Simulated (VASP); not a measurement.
# LiW16 (a cell with a defect) in VASP: a series of runs, part 2 of 2

VASP 6.6.1.

**4. Single point, LDA**

INCAR reads:

```
PREC = Accurate
ENCUT = 520
EDIFF = 1E-6
ISMEAR = -1
SIGMA = 0.05
LREAL = Auto
LASPH = T
NELM = 100
ALGO = Fast
ISIF = 2
LWAVE = F
LCHARG = F
NBANDS = 128
```

KPOINTS reads:

```
regular mesh
0
Gamma
  2 2 2
```

POSCAR reads:

```
LiW16
1.0
    6.3200000000      0.0000000000      0.0000000000
    0.0000000000      6.3200000000      0.0000000000
    0.0000000000      0.0000000000      6.3200000000
W Li
16 1
Direct
    0.0059968354      0.0034177215      0.0086392405
    0.5142246835     -0.0031012658     -0.0068829114
   -0.0004746835      0.5095727848      0.0028955696
   -0.0034651899      0.0141930380      0.5282594937
    0.2366930380      0.2556962025      0.2663449367
    0.4800632911      0.4969303797      0.0047784810
    0.5114715190      0.0209810127      0.5014240506
    0.7449525316      0.2667405063      0.2403955696
   -0.0418987342      0.4485759494      0.5402215190
    0.3111867089      0.7979430380      0.2237816456
    0.2546835443      0.2391455696      0.7622151899
    0.4887658228      0.5142563291      0.4930221519
    0.7532911392      0.7708069620      0.2458860759
    0.7325474684      0.2491455696      0.7734651899
    0.2546993671      0.7421677215      0.7508069620
    0.7484968354      0.7606962025      0.7500316456
    0.0663765823      0.6511234177      0.3578006329
```

Potentials or basis: VASP PAW LDA potentials, release 64 (W_sv, Li_sv).

The run is started by

```bash
cat potpaw_LDA.64/W_sv/POTCAR potpaw_LDA.64/Li_sv/POTCAR > POTCAR
mpirun -np 1 vasp_std > vasp.out
```

OUTCAR:

```text
PREC = Accurate
   ENCUT = 520
   EDIFF = 1E-6
   ISMEAR = -1
   LREAL = Auto
   LASPH = T
   NELM = 100
   ISIF = 2

 ion  position               nearest neighbor table
   1  0.006  0.003  0.009-  13 2.64  11 2.67  10 2.69   5 2.71  14 2.76   8 2.76  16 2.77  15 2.80
                             4 3.04   2 3.11   3 3.12   3 3.20   2 3.21   4 3.29
   2  0.514  0.997  0.993-  10 2.31  14 2.52  16 2.60  13 2.62  11 2.68   8 2.73  15 2.76   5 2.96
                             1 3.11   7 3.11   6 3.17   6 3.17   1 3.21   7 3.22
   3  1.000  0.510  0.003-  17 2.45   8 2.68  15 2.70  13 2.74  16 2.75   5 2.76  14 2.77  11 2.80
                             9 2.96  10 3.02   6 3.04   1 3.12   1 3.20   6 3.28   9 3.43
   4  0.997  0.014  0.528-  17 2.57  11 2.62  16 2.64   5 2.72  14 2.72  15 2.76   9 2.76  13 2.81
                             8 2.90   1 3.04   7 3.07  10 3.09   7 3.26   1 3.29
   5  0.237  0.256  0.266-  12 2.69   1 2.71   4 2.72   6 2.72   7 2.72   9 2.75   3 2.76  17 2.78
                            10 2.94   2 2.96   8 3.11  11 3.14  11 3.19   8 3.22  10 3.47
   6  0.480  0.497  0.005-  10 2.58  15 2.65  11 2.65  14 2.67   8 2.67   5 2.72  16 2.87  13 2.88
                             3 3.04  12 3.09   2 3.17   2 3.17  12 3.24   3 3.28
   7  0.511  0.021  0.501-  10 2.58  14 2.64  11 2.69   8 2.70  16 2.72   5 2.72  13 2.73  15 2.87
                             4 3.07   2 3.11  12 3.12  12 3.21   2 3.22   4 3.26
   8  0.745  0.267  0.240-   9 2.59   6 2.67   3 2.68   7 2.70   2 2.73  12 2.76   1 2.76   4 2.90
                            14 2.95   5 3.11  13 3.13  13 3.19   5 3.22  14 3.37
   9  0.958  0.449  0.540-  17 1.85  14 2.41   8 2.59  11 2.69  16 2.72   5 2.75   4 2.76  15 2.95
                             3 2.96  12 3.01  13 3.05  12 3.39   3 3.43
  10  0.311  0.798  0.224-  17 1.99   2 2.31   7 2.58   6 2.58   1 2.69  12 2.71  13 2.80   5 2.94
                             3 3.02  15 3.03   4 3.09  15 3.37   5 3.47
  11  0.255  0.239  0.762-   4 2.62   6 2.65   1 2.67   2 2.68   9 2.69   7 2.69   3 2.80  12 2.85
                            14 3.02   5 3.14  15 3.14  15 3.18   5 3.19  14 3.30
  12  0.489  0.514  0.493-  15 2.63   5 2.69  10 2.71   8 2.76  16 2.79  13 2.80  11 2.85  14 2.88
                            17 2.93   9 3.01   6 3.09   7 3.12   7 3.21   6 3.24   9 3.39
  13  0.753  0.771  0.246-  17 2.23   2 2.62   1 2.64   7 2.73   3 2.74  10 2.80  12 2.80   4 2.81
                             6 2.88   9 3.05  16 3.13   8 3.13   8 3.19  16 3.19
  14  0.733  0.249  0.773-   9 2.41   2 2.52   7 2.64   6 2.67   4 2.72   1 2.76   3 2.77  12 2.88
                             8 2.95  11 3.02  16 3.09  16 3.24  11 3.30   8 3.37
  15  0.255  0.742  0.751-  12 2.63   6 2.65   3 2.70   4 2.76   2 2.76   1 2.80  17 2.81   7 2.87
[... 196 lines left out ...]
  ext. energy  EPLUGINS =         0.00000000
  ---------------------------------------------------
  free energy    TOTEN  =      -220.39641930 eV

  energy without entropy =     -220.33943806  energy(sigma->0) =     -220.36792868

 E-fermi :  11.4157     XC(G=0): -13.8949

 val. band max:       11.4153418692   @ k =   0.5000   0.0000   0.0000
 cond. band min:      11.4704600557   @ k =   0.0000   0.5000   0.0000
 fundamental gap:      0.0551181864
 Fermi energy:        11.4157110517

 k-point     1 :       0.0000    0.0000    0.0000
  band No.  band energies     occupation
      1     -62.0923      2.00000
      2     -61.9837      2.00000
      3     -61.9639      2.00000
      4     -61.9487      2.00000
      5     -61.9287      2.00000
      6     -61.9266      2.00000
[... 1013 lines left out ...]
    124      13.7072      0.00000
    125      13.7820      0.00000
 [bands above 125 left out]

------------------------ aborting loop because EDIFF is reached ----------------------------------------

  FORCE on cell =-STRESS in cart. coord.  units (eV):
  Direction    XX          YY          ZZ          XY          YZ          ZX
  --------------------------------------------------------------------------------------
  -------------------------------------------------------------------------------------
  Total       15.4974078     14.3824154     12.5487641      8.2569981     -8.9792011     -6.7936708
  in kB       98.3599750     91.2832673     79.6453276     52.4060629    -56.9897887    -43.1185201
  external PRESSURE =      89.7628566 kB  Pullay stress =       0.0000000 kB

 VOLUME and BASIS-vectors are now :
 -----------------------------------------------------------------------------
  energy-cutoff  :      520.00
  volume of cell :      252.44
      direct lattice vectors                 reciprocal lattice vectors
     6.320000000  0.000000000  0.000000000     0.158227848  0.000000000  0.000000000
     0.000000000  6.320000000  0.000000000     0.000000000  0.158227848  0.000000000
     0.000000000  0.000000000  6.320000000     0.000000000  0.000000000  0.158227848

 POSITION                                       TOTAL-FORCE (eV/Angst)
 -----------------------------------------------------------------------------------
      0.03790      0.02160      0.05460        -0.109842      0.212879      0.219842
      3.24990      6.30040      6.27650         0.090088      2.326715     -0.876422
      6.31700      3.22050      0.01830        -0.350648     -0.343891     -0.054530
      6.29810      0.08970      3.33860         0.555655     -1.488412     -1.877563
      1.49590      1.61600      1.68330         0.720490      0.368474     -0.687751
      3.03400      3.14060      0.03020         1.651151      0.110857     -0.694271
[... 9 lines left out ...]
      4.73050      4.80760      4.74020         0.225512     -1.186188     -0.026531
      0.41950      4.11510      2.26130         1.401313      1.411911     -0.578793
 -----------------------------------------------------------------------------------
    total drift:                               -0.008122     -0.006365     -0.006320

  FREE ENERGIE OF THE ION-ELECTRON SYSTEM (eV)
  ---------------------------------------------------
  free  energy   TOTEN  =      -220.3964192995 eV

  energy  without entropy=     -220.3394380628  energy(sigma->0) =     -220.36792868
```

stdout:

```text
POSCAR found type information on POSCAR W Li
 POSCAR found :  2 types and      17 ions
 scaLAPACK will be used
 LDA part: xc-table for (Slater(with rela. corr.)+CA(PZ))
 , standard interpolation
 POSCAR, INCAR and KPOINTS ok, starting setup
 FFT: planning ... GRIDC
 FFT: planning ... GRID_SOFT
 FFT: planning ... GRID
 WAVECAR not read
 entering main loop
WARNING in EDDRMM: call to ZHEGV failed, returncode =   6  3     85
WARNING in EDDRMM: call to ZHEGV failed, returncode =   8  4    113
WARNING in EDDRMM: call to ZHEGV failed, returncode =   8  4    113
WARNING in EDDRMM: call to ZHEGV failed, returncode =   6  3    113
WARNING in EDDRMM: call to ZHEGV failed, returncode =   8  4    102
WARNING in EDDRMM: call to ZHEGV failed, returncode =   6  3    114
WARNING in EDDRMM: call to ZHEGV failed, returncode =   6  3    109
WARNING in EDDRMM: call to ZHEGV failed, returncode =   8  4     89
WARNING in EDDRMM: call to ZHEGV failed, returncode =   8  4    101
```

It took 17 min on 1 thread of Intel Xeon 6975P-C (Granite Rapids), shared host; peak memory 0.34 GiB.

Results:

| Property | Result |
| --- | --- |
| Free energy | -220.3964 eV |
| Largest force | 2.976 eV/Å |
| Band gap on the k mesh | none (metal or under the smearing width) |

Forces in eV/Å, atoms in the order of the input:
```
W   -0.110  0.213  0.220
W    0.090  2.327 -0.876
W   -0.351 -0.344 -0.055
W    0.556 -1.488 -1.878
W    0.720  0.368 -0.688
W    1.651  0.111 -0.694
W   -0.691 -0.514  0.456
W   -0.148 -0.721  0.894
W   -0.322  0.135  1.936
W   -2.396 -1.136  1.350
W   -0.179  0.909 -0.110
W    0.502 -0.417  0.558
W   -0.405 -0.589  0.524
W    0.309  0.286 -0.560
W   -0.852  0.635 -0.471
W    0.226 -1.186 -0.027
Li   1.401  1.412 -0.579
```

Caveat: the k mesh is coarse (spacing up to 0.50 Å⁻¹), so the values aren't converged; the cutoff is under 1.25 times the usual one of these potentials, so pressure, stress and relaxed cells hold a basis-set (Pulay) error. Spin-orbit coupling is left out, which matters for the levels of W.

**5. Single point, LDA**

INCAR reads:

```
PREC = Accurate ; ENCUT = 520
EDIFF = 1E-6 ; ISMEAR = -1
SIGMA = 0.05 ; LREAL = Auto
LASPH = True ; NELM = 100
ALGO = Fast ; ISIF = 2
LWAVE = False ; LCHARG = False
NBANDS = 128
```

KPOINTS is that of step 4.

POSCAR reads:

```
LiW16
1.0
    6.3200000000      0.0000000000      0.0000000000
    0.0000000000      6.3200000000      0.0000000000
    0.0000000000      0.0000000000      6.3200000000
W Li
16 1
Direct
    0.0056962025      0.0055379747      0.0027848101
    0.5035601266      0.0089082278     -0.0171360759
   -0.0057278481      0.5051107595      0.0118196203
   -0.0014715190     -0.0023575949      0.5112816456
    0.2520569620      0.2747784810      0.2586550633
    0.5005221519      0.5091455696     -0.0041930380
    0.5131962025      0.0194303797      0.5200316456
    0.7356329114      0.2594936709      0.2550632911
   -0.0320886076      0.4521202532      0.5601265823
    0.3209968354      0.7940031646      0.2271518987
    0.2498259494      0.2473892405      0.7544936709
    0.4844936709      0.5111234177      0.4936392405
    0.7440189873      0.7633544304      0.2509810127
    0.7273575949      0.2359651899      0.7709810127
    0.2525158228      0.7499367089      0.7411075949
    0.7394620253      0.7533227848      0.7478006329
    0.0987500000      0.6494303797      0.3757753165
```

The run is started by

```bash
cat potpaw_LDA.64/W_sv/POTCAR potpaw_LDA.64/Li_sv/POTCAR > POTCAR
mpirun -np 1 vasp_std > vasp.out
```

Wall time 15 min (1 thread of Intel Xeon 6975P-C (Granite Rapids), shared host); peak memory 0.34 GiB.

The run converged. Its results:

- Free energy: -220.3845 eV
- Largest force: 2.984 eV/Å
- Band gap on the k mesh: none (metal or under the smearing width)

Forces in eV/Å, atoms in the order of the input:
```
W   -0.169 -0.413  0.857
W    0.059  0.752  1.212
W    0.322  0.178 -0.146
W    0.279  0.651 -0.875
W   -0.991 -1.616 -0.586
W   -0.269 -0.744 -0.128
W   -1.662 -0.917 -2.222
W    1.414 -0.225 -0.063
W   -1.478 -0.105 -0.412
W   -2.556  0.681 -0.385
W    0.104  0.205  0.984
W    1.567 -0.356  1.106
W    1.621 -0.317  0.242
W    2.111  2.072 -0.386
W   -1.072  0.101  1.072
W    1.280 -0.425  0.700
Li  -0.561  0.475 -0.969
```

Levels at points of the mesh, in eV from the Fermi level:
| k point | band 109 | band 110 | band 111 | band 112 | band 113 | band 114 | band 115 | band 116 | band 117 | band 118 |
| --- | --- | --- | --- | --- | --- | --- | --- | --- | --- | --- |
| (0.00, 0.00, 0.00) | -0.28 | -0.25 | -0.16 | -0.02 | 0.24 | 0.58 | 0.81 | 0.84 | 1.02 | 1.10 |
| (0.50, 0.00, 0.00) | -0.71 | -0.63 | -0.56 | -0.47 | -0.12 | 0.11 | 0.51 | 0.57 | 0.81 | 0.91 |
| (0.00, 0.50, 0.00) | -0.68 | -0.56 | -0.54 | -0.43 | -0.18 | 0.13 | 0.33 | 0.55 | 0.85 | 0.98 |
| (0.00, 0.00, 0.50) | -0.72 | -0.61 | -0.52 | -0.40 | -0.18 | 0.14 | 0.39 | 0.66 | 0.78 | 0.97 |
| (0.50, 0.50, 0.00) | -1.21 | -0.99 | -0.73 | -0.43 | -0.30 | -0.09 | -0.05 | 0.34 | 0.69 | 0.79 |
| (0.00, 0.50, 0.50) | -1.25 | -0.96 | -0.71 | -0.37 | -0.26 | -0.20 | -0.10 | 0.40 | 0.64 | 0.93 |
| (0.50, 0.00, 0.50) | -1.13 | -1.08 | -0.68 | -0.35 | -0.30 | -0.18 | -0.15 | 0.38 | 0.65 | 0.81 |
| (0.50, 0.50, 0.50) | -2.19 | -2.08 | -1.94 | -1.83 | -1.10 | 0.65 | 0.80 | 1.15 | 1.69 | 1.73 |

Caveat: the k mesh is coarse (spacing up to 0.50 Å⁻¹), so the values aren't converged; the cutoff is under 1.25 times the usual one of these potentials, so pressure, stress and relaxed cells hold a basis-set (Pulay) error.
